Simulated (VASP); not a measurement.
These are PBE GGA, VASP's PBE PAW potentials (set 64) (plane waves; VASP 6.6.1) values and carry that method's errors.

Input for VASP

File KPOINTS:
```
Automatic mesh
0
Gamma
6 6 4
0 0 0
```

### INCAR
```
ISIF = 3
LREAL = .False.   # projection in real space or not
LWAVE = .False.
PREC = Accurate
IBRION = 2
LCHARG = .False.
ALGO = Normal
SIGMA = 0.05   # width (eV)
SYSTEM = PbO
EDIFF = 1E-6   # SCF stop (eV)
EDIFFG = -0.02   # ionic stop
NELM = 100
LASPH = .True.
NSW = 40
ENCUT = 620   # plane-wave cut-off (eV)
LMAXMIX = 4
ISMEAR = 0
GGA = PE
```

### POSCAR
```
PbO
1
    4.0566560701     0.0000000000     0.0000000000
    0.0000000000     4.0566560701    -0.0000000000
    0.0000000000    -0.0000000000     5.4520768857
Pb O
2 2
Direct
  0.5000000000   0.0000000000   0.7814729658
  1.0000000000   0.5000000000   0.2185270342
  0.5000000000   0.5000000000   1.0000000000
  1.0000000000   0.0000000000   1.0000000000
```

POTCAR, in this order: Pb_d O (PBE.64 set). Program: vasp_std.

Output

### OSZICAR
```
       N       E                     dE             d eps       ncg     rms          rms(c)
DAV:   1     0.476354281761E+03    0.47635E+03   -0.22061E+04  1440   0.216E+03
DAV:   2     0.431297915693E+02   -0.43322E+03   -0.42576E+03  1512   0.519E+02
DAV:   3    -0.240846400738E+02   -0.67214E+02   -0.65844E+02  2032   0.204E+02
DAV:   4    -0.263654174574E+02   -0.22808E+01   -0.22796E+01  1552   0.425E+01
DAV:   5    -0.264414938609E+02   -0.76076E-01   -0.76066E-01  2056   0.775E+00    0.126E+01
DAV:   6    -0.217676023907E+02    0.46739E+01   -0.39295E+01  2352   0.456E+01    0.578E+00
DAV:   7    -0.215515860660E+02    0.21602E+00   -0.36667E+00  1856   0.145E+01    0.263E+00
DAV:   8    -0.215601609050E+02   -0.85748E-02   -0.10378E+00  1952   0.738E+00    0.150E+00
DAV:   9    -0.215180360063E+02    0.42125E-01   -0.23803E-01  2184   0.411E+00    0.326E-01
DAV:  10    -0.215210028622E+02   -0.29669E-02   -0.24492E-02  1576   0.953E-01    0.701E-02
DAV:  11    -0.215212724183E+02   -0.26956E-03   -0.36099E-03  2488   0.444E-01    0.111E-01
DAV:  12    -0.215211134431E+02    0.15898E-03   -0.63311E-04  2168   0.291E-01    0.458E-02
DAV:  13    -0.215211013902E+02    0.12053E-04   -0.15106E-04  1984   0.919E-02    0.663E-03
DAV:  14    -0.215211021667E+02   -0.77651E-06   -0.88427E-06  1752   0.293E-02
   1 F= -.21521102E+02 E0= -.21521102E+02  d E =-.215211E+02
```

File OUTCAR:
```
------------------------ aborting loop because EDIFF is reached ----------------------------------------
  FORCE on cell =-STRESS in cart. coord.  units (eV):
  Direction    XX          YY          ZZ          XY          YZ          ZX
  --------------------------------------------------------------------------------------
  Total        0.0259707      0.0259707      0.0417204      0.0000000      0.0000000      0.0000000
  in kB        0.4637632      0.4637632      0.7450084      0.0000000      0.0000000      0.0000000
  external PRESSURE =       0.5575116 kB  Pullay stress =       0.0000000 kB
  volume of cell :       89.72
      direct lattice vectors                 reciprocal lattice vectors
     4.056656070  0.000000000  0.000000000     0.246508450  0.000000000  0.000000000
     0.000000000  4.056656070  0.000000000     0.000000000  0.246508450  0.000000000
     0.000000000  0.000000000  5.452076886     0.000000000  0.000000000  0.183416342
 POSITION                                       TOTAL-FORCE (eV/Angst)
 -----------------------------------------------------------------------------------
      2.02833      0.00000      4.26065         0.000000      0.000000      0.014479
      0.00000      2.02833      1.19143         0.000000      0.000000     -0.014479
      2.02833      2.02833      0.00000         0.000000      0.000000      0.000000
      0.00000      0.00000      0.00000         0.000000     -0.000000      0.000000
 -----------------------------------------------------------------------------------
    total drift:                                0.000000      0.000000     -0.000000
  FREE ENERGIE OF THE ION-ELECTRON SYSTEM (eV)
  ---------------------------------------------------
  free  energy   TOTEN  =       -21.5211021667 eV

  energy  without entropy=      -21.5211021667  energy(sigma->0) =      -21.52110217

 reached required accuracy - stopping structural energy minimisation
```
(Selected blocks of OUTCAR.)

Without a dispersion term in the relaxation, distances and binding between the weakly bound layers, chains or molecules are unreliable, and so is what depends on them.

The compound is PbO in the litharge structure. It was relaxed first, which changed the volume by +13 %.
